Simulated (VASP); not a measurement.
A VASP calculation is set up with these files.

File KPOINTS:
```
Automatic mesh
0
G
 24 24 14
0 0 0
```

**INCAR**
```
# general
SYSTEM =W2C
PREC   =Accurate
ENCUT  =400
LREAL  =.FALSE.
LASPH  =.TRUE.

# electronic loop
EDIFF  =1E-6   # SCF stop (eV)
NELM   =100
ALGO   =Normal   # blocked Davidson
LMAXMIX=6   # l cut-off of mixed one-centre charges

# smearing
ISMEAR =0   # Gaussian
SIGMA  =0.272

# functional
GGA    =RE   # revPBE

# ions
ISIF   =2

# output
LWAVE  =.FALSE.
LCHARG =.FALSE.
LORBIT =11   # lm-projected
NEDOS  =601   # DOS grid
```

POSCAR:
```
W2C
1
    3.0623750000     0.0000000000     0.0000000000
   -1.5311870000     2.6520940000     0.0000000000
    0.0000000000     0.0000000000     4.6667340000
W C
2 1
Direct
  0.3333330000   0.6666670000   0.7463300000
  0.6666670000   0.3333330000   0.2536700000
  0.0000000000   0.0000000000   0.0000000000
```

POTCAR, in this order: W_sv C (PBE.64 set). Program: vasp_std.

Q: Translate this revPBE calculation to Ansatz.

A: One equivalent input (not run):
Ansatz 0.2 input:
```yaml
crystal:
  lattice:
    - [3.0623750, 0.0000000, 0.0000000]
    - [-1.5311870, 2.6520940, 0.0000000]
    - [0.0000000, 0.0000000, 4.6667340]
  atoms:
    - { symbol: W, position: [0.3333330, 0.6666670, 0.7463300] }
    - { symbol: W, position: [0.6666670, 0.3333330, 0.2536700] }
    - { symbol: C, position: [0.0000000, 0.0000000, 0.0000000] }
kpoints:
  mp_grid: { grid: [24, 24, 14] }
hamiltonian:
  xc: revpbe
  pseudopotentials: { kind: paw }
scf:
  occupations: { method: gaussian, width: 0.272 }
  max_iter: 100
output: { forces: true, stress: true, eigenvalues: true }
```
What does not carry over: each code has its own PAW files, so the cut-off isn't converted (ENCUT is set for VASP's; basis.ecutwfc is left out, and Ansatz then takes the one that its files recommend); Ansatz stops its SCF on the density residual and VASP on the energy change (EDIFF).

The structure comes from a computed database's W2C entry; how it stands against other phases isn't given here. The cell was not relaxed at this level. The run is one of a series of settings (NEDOS = 601, KPOINTS 24×24×14 Γ-centred mesh against the base run), some of them coarse on purpose.
